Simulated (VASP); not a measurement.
# SiMo3 under strain

Aim: follow the pressure of SiMo3 through compression, expansion and shear. All runs use PBEsol. Left out of this account: 1 further run (self-consistent run: a reference on another mesh). The start is a cell from a database of measured crystal structures.

Program: VASP 6.6.1. Level of theory: PBEsol; plane waves and PAW (Si, Mo_sv). Results are calculated unless marked as measured.

Report form: the programs' logs are mostly left out.

## Step 1: Starting point

Symmetry: Pm-3n, No. 223, cubic system. The conventional cell has a = 4.889 Å, b = 4.889 Å, c = 4.889 Å, α = 90.00°, β = 90.00°, γ = 90.00°. Nearest to Si lie 12 Mo at 2.73 Å. Nearest to Mo lie 2 Mo at 2.44 Å and 4 Si at 2.73 Å. Farther neighbours are not listed.

As a file:

```xyz
8
Lattice="4.8890 0.0000 0.0000 0.0000 4.8890 0.0000 0.0000 0.0000 4.8890" Properties=species:S:1:pos:R:3 pbc="T T T"
Si    0.0000    0.0000    0.0000
Si    2.4445    2.4445    2.4445
Mo    1.2223    0.0000    2.4445
Mo    2.4445    3.6668    0.0000
Mo    3.6668    0.0000    2.4445
Mo    2.4445    1.2223    0.0000
Mo    0.0000    2.4445    3.6668
Mo    0.0000    2.4445    1.2223
```

## Step 2: Bands, cell as listed

Levels along the symmetry lines show where the bands peak and cross; KPOINTS_OPT computes them in the converged potential. PBEsol restores the gradient expansion of exchange and is tuned for the cells of solids.

The input, INCAR:

```
SYSTEM = SiMo3
PREC = Accurate
ENCUT = 400
EDIFF = 1E-06
NELM = 100
ISMEAR = -1
SIGMA = 0.05
LREAL = .FALSE.
ALGO = Normal
GGA = PS
NBANDS = 69
LASPH = .TRUE.
LORBIT = 11
LWAVE = .FALSE.
LCHARG = .FALSE.
KPAR = 8
```

The input, POSCAR:

```
SiMo3
1.0
    4.8890000000      0.0000000000      0.0000000000
    0.0000000000      4.8890000000      0.0000000000
    0.0000000000      0.0000000000      4.8890000000
Si Mo
2 6
Direct
    0.0000000000      0.0000000000      0.0000000000
    0.5000000000      0.5000000000      0.5000000000
    0.2500000000      0.0000000000      0.5000000000
    0.5000000000      0.7500000000      0.0000000000
    0.7500000000      0.0000000000      0.5000000000
    0.5000000000      0.2500000000      0.0000000000
    0.0000000000      0.5000000000      0.7500000000
    0.0000000000      0.5000000000      0.2500000000
```

The input, KPOINTS:

```
Automatic mesh
0
Gamma
6 6 6
0 0 0
```

The input, KPOINTS_OPT:

```
Line mode
12
Line-mode
Reciprocal
  0.00000000   0.00000000   0.00000000 GAMMA
  0.00000000   0.50000000   0.00000000 X

  0.00000000   0.50000000   0.00000000 X
  0.50000000   0.50000000   0.00000000 M

  0.50000000   0.50000000   0.00000000 M
  0.00000000   0.00000000   0.00000000 GAMMA

  0.00000000   0.00000000   0.00000000 GAMMA
  0.50000000   0.50000000   0.50000000 R

  0.50000000   0.50000000   0.50000000 R
  0.00000000   0.50000000   0.00000000 X

  0.50000000   0.50000000   0.00000000 M
  0.50000000   0.50000000   0.50000000 R
```

The projector-augmented-wave data sets are Si and Mo_sv (PBE family, release 64).

Launch:

```bash
> mpirun -np 8 vasp_std
```

Elapsed: 18 s, on 8 MPI ranks of Intel Xeon 6975P-C (Granite Rapids), shared host; peak memory 2.3 GiB.

Spin-orbit coupling is off here; it would split degenerate levels. The PAW data sets were made with PBE, which is usual practice but a small mismatch for other functionals. At this level the cell is under a tension of 4.5 GPa, so at these settings it is away from equilibrium.

This step gave:

```
SCF cycles              : 13
electrons               : 92
bands                   : 69
irreducible k-points    : 20
symmetry operations     : 48
free energy (TOTEN)     : -85.0792 eV
energy at zero smearing : -85.0627 eV
Fermi energy            : 12.65 eV
pressure                : -4.519 GPa
metallic                : yes
```

The electronic bands at the labelled points (eV, zero at the Fermi level; # counts the bands kept):

```
          point    #19    #20    #21    #22    #23    #24    #25   #26
              Γ  -1.58  -1.58   1.25   1.25   1.25   2.03   2.37  2.37
0.55 of the way  -1.45  -1.32   0.11   0.93   0.93   1.70   1.86  2.02
              X  -1.72  -1.72   0.24   0.24   0.93   0.93   1.51  1.51
0.55 of the way  -1.65  -1.38  -0.22  -0.12   0.12   0.24   0.33  0.56
              M  -1.12  -0.88  -0.88  -0.79  -0.70  -0.51  -0.11  0.24
0.45 of the way  -1.61  -1.23  -0.40   0.23   0.64   0.82   1.34  1.53
              Γ  -1.58  -1.58   1.25   1.25   1.25   2.03   2.37  2.37
0.55 of the way  -1.69  -1.69  -0.71  -0.71   0.66   0.66   1.21  1.45
              R  -1.20  -1.20  -1.20  -1.20  -1.20  -1.20   1.27  1.27
0.45 of the way  -1.52  -1.52  -0.93  -0.93  -0.21  -0.21   1.11  1.11
              X  -1.72  -1.72   0.24   0.24   0.93   0.93   1.51  1.51
      jump to M  -1.12  -0.88  -0.88  -0.79  -0.70  -0.51  -0.11  0.24
0.45 of the way  -1.37  -1.27  -0.96  -0.96  -0.83  -0.49   0.46  0.67
              R  -1.20  -1.20  -1.20  -1.20  -1.20  -1.20   1.27  1.27
```

Of the projections kept (Si, Mo), the largest for each band there; the rest of the weight can lie on other orbitals:

```
point      #19      #20      #21      #22      #23      #24      #25      #26
    Γ  Mo 1.00  Mo 1.00  Mo 1.00  Mo 1.00  Mo 1.00  Mo 0.52  Mo 1.00  Mo 1.00
    X  Mo 0.98  Mo 0.98  Mo 0.98  Mo 0.98  Mo 1.00  Mo 1.00  Mo 1.00  Mo 1.00
    M  Mo 1.00  Mo 1.00  Mo 1.00  Mo 0.82  Mo 1.00  Mo 0.90  Mo 1.00  Mo 0.99
    Γ  Mo 1.00  Mo 1.00  Mo 1.00  Mo 1.00  Mo 1.00  Mo 0.52  Mo 1.00  Mo 1.00
    R  Mo 0.97  Mo 0.97  Mo 0.97  Mo 0.97  Mo 0.97  Mo 0.97  Mo 0.99  Mo 0.99
    X  Mo 0.98  Mo 0.98  Mo 0.98  Mo 0.98  Mo 1.00  Mo 1.00  Mo 1.00  Mo 1.00
```

There is no gap at this level.

## Step 3: Bands, volume times 1.04

The cell is expanded evenly, with fractional positions held.

INCAR is that of step 2.

POSCAR: that of step 2 with these lines changed.

```diff
@@ -2,5 +2,5 @@
 1.0
-    4.8890000000      0.0000000000      0.0000000000
-    0.0000000000      4.8890000000      0.0000000000
-    0.0000000000      0.0000000000      4.8890000000
+    4.9533363253      0.0000000000      0.0000000000
+    0.0000000000      4.9533363253      0.0000000000
+    0.0000000000      0.0000000000      4.9533363253
 Si Mo
```

KPOINTS is that of step 2.

KPOINTS_OPT is that of step 2.

Launch:

```bash
> mpirun -np 8 vasp_std
```

Wall time 19 s (8 MPI ranks); peak memory 2.4 GiB.

This step gave:

```
free energy (TOTEN)     : -84.8338 eV
energy at zero smearing : -84.8145 eV
Fermi energy            : 12.04 eV
pressure                : -13.51 GPa
```

Electronic bands along the path, in eV, zero at the Fermi level; # counts the bands kept:

```
          point    #19    #20    #21    #22    #23    #24    #25   #26
              Γ  -1.50  -1.50   1.19   1.19   1.19   1.81   2.24  2.24
0.45 of the way  -1.39  -1.29   0.41   0.95   0.95   1.72   1.87  1.94
              X  -1.67  -1.67   0.20   0.20   0.90   0.90   1.44  1.44
0.55 of the way  -1.59  -1.35  -0.24  -0.09   0.10   0.26   0.35  0.53
              M  -1.03  -0.86  -0.86  -0.79  -0.65  -0.44  -0.13  0.21
0.55 of the way  -1.42  -1.21  -0.07   0.50   0.83   1.13   1.60  1.70
              Γ  -1.50  -1.50   1.19   1.19   1.19   1.81   2.24  2.24
0.45 of the way  -1.48  -1.48  -0.30  -0.30   1.00   1.00   1.34  1.48
              R  -1.19  -1.19  -1.19  -1.19  -1.19  -1.19   1.21  1.21
0.45 of the way  -1.44  -1.44  -0.88  -0.88  -0.23  -0.23   1.07  1.07
              X  -1.67  -1.67   0.20   0.20   0.90   0.90   1.44  1.44
      jump to M  -1.03  -0.86  -0.86  -0.79  -0.65  -0.44  -0.13  0.21
0.45 of the way  -1.31  -1.20  -0.93  -0.93  -0.83  -0.50   0.43  0.67
              R  -1.19  -1.19  -1.19  -1.19  -1.19  -1.19   1.21  1.21
```

Of the projections kept (Si, Mo), the largest for each band there; the rest of the weight can lie on other orbitals:

```
point      #19      #20      #21      #22      #23      #24      #25      #26
    Γ  Mo 1.00  Mo 1.00  Mo 1.00  Mo 1.00  Mo 1.00  Mo 0.51  Mo 1.00  Mo 1.00
    X  Mo 0.98  Mo 0.98  Mo 0.99  Mo 0.99  Mo 1.00  Mo 1.00  Mo 1.00  Mo 1.00
    M  Mo 1.00  Mo 1.00  Mo 1.00  Mo 0.82  Mo 1.00  Mo 0.91  Mo 1.00  Mo 0.99
    Γ  Mo 1.00  Mo 1.00  Mo 1.00  Mo 1.00  Mo 1.00  Mo 0.51  Mo 1.00  Mo 1.00
    R  Mo 0.97  Mo 0.97  Mo 0.97  Mo 0.97  Mo 0.97  Mo 0.97  Mo 0.99  Mo 0.99
    X  Mo 0.98  Mo 0.98  Mo 0.99  Mo 0.99  Mo 1.00  Mo 1.00  Mo 1.00  Mo 1.00
```

 The pressure is -13.51 GPa.

For the pressure, step 2 gave -4.52 GPa; this run, with cell volume +4.0 %, gives -13.5 GPa.

## Step 4: Bands, volume times 1.08

INCAR is that of step 3.

POSCAR: that of step 3 with these lines changed.

```diff
@@ -2,5 +2,5 @@
 1.0
-    4.9533363253      0.0000000000      0.0000000000
-    0.0000000000      4.9533363253      0.0000000000
-    0.0000000000      0.0000000000      4.9533363253
+    5.0160434420      0.0000000000      0.0000000000
+    0.0000000000      5.0160434420      0.0000000000
+    0.0000000000      0.0000000000      5.0160434420
 Si Mo
```

KPOINTS is that of step 3.

KPOINTS_OPT is that of step 3.

Launch:

```bash
> mpirun -np 8 vasp_std
```

Elapsed: 26 s, on 8 MPI ranks; peak memory 2.7 GiB; 2.7 min of CPU time.

This step gave:

```yaml
free_energy_toten: -84.3520 eV
energy_at_zero_smearing: -84.3307 eV
fermi_energy: 11.47 eV
pressure: -20.74 GPa
```

Electronic bands along the path, in eV, zero at the Fermi level; # counts the bands kept:

```
          point    #19    #20    #21    #22    #23    #24    #25   #26
              Γ  -1.43  -1.43   1.13   1.13   1.13   1.61   2.12  2.12
0.45 of the way  -1.33  -1.24   0.39   0.91   0.91   1.64   1.78  1.82
              X  -1.63  -1.63   0.17   0.17   0.87   0.87   1.38  1.38
0.55 of the way  -1.53  -1.32  -0.25  -0.06   0.08   0.26   0.36  0.50
              M  -0.95  -0.83  -0.83  -0.79  -0.59  -0.39  -0.14  0.18
0.55 of the way  -1.36  -1.16  -0.05   0.49   0.80   1.09   1.53  1.61
              Γ  -1.43  -1.43   1.13   1.13   1.13   1.61   2.12  2.12
0.45 of the way  -1.41  -1.41  -0.26  -0.26   0.96   0.96   1.27  1.42
              R  -1.17  -1.17  -1.17  -1.17  -1.17  -1.17   1.15  1.15
0.45 of the way  -1.36  -1.36  -0.83  -0.83  -0.23  -0.23   1.03  1.03
              X  -1.63  -1.63   0.17   0.17   0.87   0.87   1.38  1.38
      jump to M  -0.95  -0.83  -0.83  -0.79  -0.59  -0.39  -0.14  0.18
0.45 of the way  -1.25  -1.14  -0.89  -0.89  -0.82  -0.49   0.40  0.66
              R  -1.17  -1.17  -1.17  -1.17  -1.17  -1.17   1.15  1.15
```

Of the projections kept (Si, Mo), the largest for each band there; the rest of the weight can lie on other orbitals:

(Unchanged from step 3.)

 The pressure is -20.74 GPa.

Between step 2 and this run (cell volume +8.0 %) the value for the pressure moves from -4.52 GPa to -20.7 GPa.

## Step 5: Bands, sheared, principal strains -1.8, +0.3, +1.6 %

The cell is sheared at fixed volume, which lowers its symmetry.

INCAR is that of step 4.

POSCAR: that of step 4 with these lines changed.

```diff
@@ -2,5 +2,5 @@
 1.0
-    5.0160434420      0.0000000000      0.0000000000
-    0.0000000000      5.0160434420      0.0000000000
-    0.0000000000      0.0000000000      5.0160434420
+    4.9040280000      0.0775800000      0.0110770000
+    0.0775800000      4.8695200000     -0.0249150000
+    0.0110770000     -0.0249150000      4.8949040000
 Si Mo
```

KPOINTS is that of step 4.

The input, KPOINTS_OPT:

```
Line mode
12
Line-mode
Reciprocal
 -0.50000000   0.00000000   0.00000000 X
  0.00000000   0.00000000   0.00000000 GAMMA

  0.00000000   0.00000000   0.00000000 GAMMA
  0.00000000   0.00000000  -0.50000000 Y

 -0.50000000   0.00000000  -0.50000000 L
  0.00000000   0.00000000   0.00000000 GAMMA

  0.00000000   0.00000000   0.00000000 GAMMA
  0.00000000  -0.50000000   0.50000000 Z

 -0.50000000  -0.50000000   0.50000000 N
  0.00000000   0.00000000   0.00000000 GAMMA

  0.00000000   0.00000000   0.00000000 GAMMA
  0.00000000  -0.50000000   0.00000000 M

 -0.50000000  -0.50000000   0.00000000 R
  0.00000000   0.00000000   0.00000000 GAMMA
```

Launch:

```bash
> mpirun -np 8 vasp_std
```

The job ended after 43 s (8 MPI ranks; peak memory 6.1 GiB).

The path and its labels are those of the sheared lattice, so a letter need not mean the same point as in the unstrained cell.

This step gave:

```yaml
scf_cycles: 15
irreducible_k_points: 112
symmetry_operations: 2
free_energy_toten: -85.0279 eV
energy_at_zero_smearing: -85.0109 eV
fermi_energy: 12.66 eV
pressure: -4.358 GPa
```

Electronic bands along the path, in eV, zero at the Fermi level; # counts the bands kept:

```
          point    #17    #18    #19    #20    #21    #22    #23    #24
              X  -2.48  -2.44  -1.73  -1.72   0.22   0.24   0.93   0.93
0.45 of the way  -2.01  -2.00  -1.45  -1.29   0.08   0.90   0.96   1.69
              Γ  -2.19  -2.13  -1.59  -1.56   1.13   1.23   1.33   2.02
0.45 of the way  -1.99  -1.94  -1.47  -1.34   0.42   0.88   1.06   1.75
              Y  -2.44  -2.41  -1.74  -1.71   0.22   0.26   0.89   0.91
      jump to L  -1.27  -1.26  -1.12  -0.93  -0.89  -0.74  -0.65  -0.50
0.55 of the way  -1.99  -1.91  -1.49  -1.26  -0.12   0.50   0.86   1.15
              Γ  -2.19  -2.13  -1.59  -1.56   1.13   1.23   1.33   2.02
0.55 of the way  -1.97  -1.82  -1.62  -1.26  -0.42   0.20   0.65   0.80
              Z  -1.26  -1.25  -1.14  -0.91  -0.87  -0.80  -0.67  -0.52
      jump to N  -1.77  -1.76  -1.26  -1.25  -1.22  -1.19  -1.16  -1.15
0.45 of the way  -2.14  -1.93  -1.74  -1.62  -0.79  -0.72   0.66   0.71
              Γ  -2.19  -2.13  -1.59  -1.56   1.13   1.23   1.33   2.02
0.45 of the way  -1.98  -1.94  -1.45  -1.36   0.44   0.95   0.97   1.78
              M  -2.47  -2.46  -1.70  -1.69   0.23   0.24   0.91   0.91
      jump to R  -1.28  -1.23  -1.14  -0.95  -0.82  -0.80  -0.70  -0.51
0.55 of the way  -1.96  -1.87  -1.56  -1.31  -0.17   0.49   0.89   1.11
              Γ  -2.19  -2.13  -1.59  -1.56   1.13   1.23   1.33   2.02
```

Of the projections kept (Si, Mo), the largest for each band there; the rest of the weight can lie on other orbitals:

```
point      #17      #18      #19      #20      #21      #22      #23      #24
    X  Mo 1.00  Mo 0.99  Mo 0.98  Mo 0.98  Mo 0.98  Mo 0.99  Mo 1.00  Mo 1.00
    Γ  Mo 1.00  Mo 1.00  Mo 1.00  Mo 1.00  Mo 1.00  Mo 1.00  Mo 1.00  Mo 0.53
    Y  Mo 0.98  Mo 0.99  Mo 0.98  Mo 0.98  Mo 0.98  Mo 0.99  Mo 1.00  Mo 1.00
    L  Mo 1.00  Mo 1.00  Mo 1.00  Mo 1.00  Mo 1.00  Mo 0.82  Mo 1.00  Mo 0.90
    Γ  Mo 1.00  Mo 1.00  Mo 1.00  Mo 1.00  Mo 1.00  Mo 1.00  Mo 1.00  Mo 0.53
    Z  Mo 1.00  Mo 1.00  Mo 1.00  Mo 1.00  Mo 1.00  Mo 0.82  Mo 1.00  Mo 0.90
```

Force by atom:

```
atom  x (eV/Å)  y (eV/Å)  z (eV/Å)    size
 Si1    0.0000    0.0000    0.0000  0.0000
 Si2    0.0000    0.0000    0.0000  0.0000
 Mo3    0.0135   -0.0513    0.0099  0.0540
 Mo4   -0.0543    0.0029   -0.0180  0.0573
 Mo5   -0.0135    0.0513   -0.0099  0.0540
 Mo6    0.0543   -0.0029    0.0180  0.0573
 Mo7    0.0098    0.0169    0.0108  0.0223
 Mo8   -0.0098   -0.0169   -0.0108  0.0223
```

 The pressure is -4.36 GPa, and the symmetry operations fall from 48 to 2.

## Step 6: Bands, volume times 0.96

The cell is compressed evenly, with fractional positions held.

INCAR is that of step 5.

POSCAR: that of step 5 with these lines changed.

```diff
@@ -2,5 +2,5 @@
 1.0
-    4.9040280000      0.0775800000      0.0110770000
-    0.0775800000      4.8695200000     -0.0249150000
-    0.0110770000     -0.0249150000      4.8949040000
+    4.8229243326      0.0000000000      0.0000000000
+    0.0000000000      4.8229243326      0.0000000000
+    0.0000000000      0.0000000000      4.8229243326
 Si Mo
```

KPOINTS is that of step 5.

The input, KPOINTS_OPT:

```
Line mode
12
Line-mode
Reciprocal
  0.00000000   0.00000000   0.00000000 GAMMA
  0.00000000   0.50000000   0.00000000 X

  0.00000000   0.50000000   0.00000000 X
  0.50000000   0.50000000   0.00000000 M

  0.50000000   0.50000000   0.00000000 M
  0.00000000   0.00000000   0.00000000 GAMMA

  0.00000000   0.00000000   0.00000000 GAMMA
  0.50000000   0.50000000   0.50000000 R

  0.50000000   0.50000000   0.50000000 R
  0.00000000   0.50000000   0.00000000 X

  0.50000000   0.50000000   0.00000000 M
  0.50000000   0.50000000   0.50000000 R
```

Launch:

```bash
> mpirun -np 8 vasp_std
```

Run time: 19 s. Hardware: 8 MPI ranks; peak memory 2.3 GiB.

Numbers from this step:

- SCF cycles: 13
- irreducible k-points: 20
- symmetry operations: 48
- free energy (TOTEN): -85.0316 eV
- energy at zero smearing: -85.0185 eV
- Fermi energy: 13.32 eV
- pressure: 6.664 GPa

Electronic bands along the path, in eV, zero at the Fermi level; # counts the bands kept:

```
          point    #19    #20    #21    #22    #23    #24    #25   #26
              Γ  -1.67  -1.67   1.31   1.31   1.31   2.26   2.51  2.51
0.55 of the way  -1.52  -1.38   0.11   0.95   0.95   1.78   1.96  2.13
              X  -1.77  -1.77   0.29   0.29   0.95   0.95   1.58  1.58
0.55 of the way  -1.71  -1.42  -0.20  -0.17   0.14   0.22   0.31  0.59
              M  -1.23  -0.90  -0.90  -0.78  -0.77  -0.58  -0.09  0.28
0.55 of the way  -1.57  -1.31  -0.12   0.50   0.90   1.21   1.74  1.90
              Γ  -1.67  -1.67   1.31   1.31   1.31   2.26   2.51  2.51
0.55 of the way  -1.79  -1.79  -0.79  -0.79   0.69   0.69   1.24  1.52
              R  -1.22  -1.22  -1.22  -1.22  -1.22  -1.22   1.32  1.32
0.45 of the way  -1.61  -1.61  -0.99  -0.99  -0.20  -0.20   1.15  1.15
              X  -1.77  -1.77   0.29   0.29   0.95   0.95   1.58  1.58
      jump to M  -1.23  -0.90  -0.90  -0.78  -0.77  -0.58  -0.09  0.28
0.45 of the way  -1.44  -1.34  -0.99  -0.99  -0.83  -0.48   0.48  0.67
              R  -1.22  -1.22  -1.22  -1.22  -1.22  -1.22   1.32  1.32
```

Of the projections kept (Si, Mo), the largest for each band there; the rest of the weight can lie on other orbitals:

(Unchanged from step 2.)

 The pressure is 6.66 GPa.

Between step 2 and this run (cell volume -4.0 %) the value for the pressure moves from -4.52 GPa to 6.66 GPa.

## Step 7: Bands, volume times 0.92

The cell is scaled evenly once more. A prediction first. A parabola through the 4 pressures of evenly scaled cells so far, P = -4.49 -251.5 t +526 t² GPa with t = ln(V/V₁) and V₁ the volume at scale 1, gives 20.14 GPa at t = -0.0834.

INCAR is that of step 6.

POSCAR: that of step 6 with these lines changed.

```diff
@@ -2,5 +2,5 @@
 1.0
-    4.8229243326      0.0000000000      0.0000000000
-    0.0000000000      4.8229243326      0.0000000000
-    0.0000000000      0.0000000000      4.8229243326
+    4.7549867714      0.0000000000      0.0000000000
+    0.0000000000      4.7549867714      0.0000000000
+    0.0000000000      0.0000000000      4.7549867714
 Si Mo
```

KPOINTS is that of step 6.

KPOINTS_OPT is that of step 6.

Launch:

```bash
> mpirun -np 8 vasp_std
```

Wall time 18 s (8 MPI ranks); peak memory 2.2 GiB; 1.9 min of CPU time.

Numbers from this step:

```
free energy (TOTEN)     : -84.6175 eV
energy at zero smearing : -84.6076 eV
Fermi energy            : 14.04 eV
pressure                : 20.57 GPa
```

[end of part 1 of 2]

[Lines on the potential files, build, host, timing and source positions are cut from VASP's logs without a mark.]

[Logs are printed without paths, hosts, clocks, repeated set-up lines and the standing remarks that a program may print on its own settings, such as how far it seeks lower states.]

[Hosts, paths, dates, database ids (printed as entryN), source tags and the programs' standing remarks are cut or masked in the printed files.]

[A measured line is paired with the nearest computed mode of its activity, which favours agreement.]
